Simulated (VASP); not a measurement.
Consider the following.

```
AuCu3
1.0
    3.78599     0.00000     0.00000
    0.00000     3.78599     0.00000
    0.00000     0.00000     3.78599
Cu Au
3 1
Direct
  0.00000   0.50000   0.50000
  0.50000   0.00000   0.50000
  0.50000   0.50000   0.00000
  0.00000   0.00000   0.00000
```

The numbers are results of PW91 GGA, VASP's PBE PAW potentials (set 64) (plane waves; VASP), not measurements. Settings: 520 eV cut-off, Gaussian smearing of 0.050 eV, potentials Cu Au.

Q: Give the energies of bands 12 to 25 at the high-symmetry points, in eV from the Fermi level.

A: 
| band | Γ | X | M | R |
|---|---|---|---|---|
| 12 | -2.29 | -2.59 | -3.11 | -2.88 |
| 13 | -1.72 | -2.49 | -3.11 | -1.70 |
| 14 | -1.69 | -2.49 | -2.45 | -1.70 |
| 15 | -1.69 | -2.33 | -2.45 | -1.70 |
| 16 | -1.58 | -2.33 | -2.45 | -1.69 |
| 17 | -1.58 | -2.31 | -2.33 | -1.69 |
| 18 | -1.58 | -2.24 | -2.33 | -1.66 |
| 19 | -1.46 | -2.03 | -2.23 | -1.66 |
| 20 | -1.46 | -1.96 | -2.16 | -1.66 |
| 21 | -1.46 | -1.58 | -0.58 | -0.99 |
| 22 | 1.27 | -1.46 | -0.58 | -0.96 |
| 23 | 1.27 | 5.66 | -0.51 | -0.96 |
| 24 | 1.27 | 5.66 | 0.24 | -0.96 |
| 25 | 5.75 | 6.41 | 8.39 | 2.28 |

It has no gap at this level: it comes out as a metal or semimetal.

The compound is Cu3Au in the L1_2 structure. It was relaxed first.
